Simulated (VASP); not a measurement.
Set up this calculation in VASP 6.6.1, as the native input.

```
Task                   : relaxation of the atoms
Functional             : PBEsol
Potentials or basis    : VASP PAW PBE potentials, release 64 (La, Be)
Cutoff                 : 520 eV
k mesh                 : 7 × 7 × 7
Occupations            : methfessel-paxton, width 0.2 eV
Spin                   : no spin polarisation
Further INCAR settings : ALGO = Fast; EDIFF = 1e-06; IBRION = 2; EDIFFG = -0.005; NSW = 60
```

The structure of LaBe lies in POSCAR:

```
LaBe
1.0
    3.5986300000      0.0000000000      0.0000000000
    0.0000000000      3.5986300000      0.0000000000
    0.0000000000      0.0000000000      3.5986300000
La Be
1 1
Direct
    0.0000000000      0.0000000000      0.0000000000
    0.5000000000      0.5000000000      0.5000000000
```

The cell was built by a generator and needn't be a form met in nature.

The input as run:

INCAR

```
ALGO = Fast ; EDIFF = 1E-6
EDIFFG = -0.005 ; ENCUT = 520
GGA = PS ; IBRION = 2
ISIF = 2 ; ISMEAR = 1
LASPH = T ; LCHARG = F
LREAL = F ; LWAVE = F
NELM = 100 ; NSW = 60
PREC = Accurate ; SIGMA = 0.2
```

KPOINTS

```
k-points
0
Gamma
  7 7 7
```

Potentials or basis: VASP PAW PBE potentials, release 64 (La, Be).

Command:

```bash
$ cat potpaw_PBE.64/La/POTCAR potpaw_PBE.64/Be/POTCAR > POTCAR
$ mpirun -np 1 vasp_std > vasp.out
```

It gave:

- Pressure after relaxing: -1.8 GPa
- Band gap on the k mesh: none (metal or under the smearing width)

Caveat: the relaxation stopped at its first step, so nothing moved; the PAW data sets were made with another functional, which shifts forces and pressure a little.

Wall time 12 s on 1 thread of Intel(R) Xeon(R) 6975P-C (Granite Rapids) (shared host), peak memory 0.16 GiB.
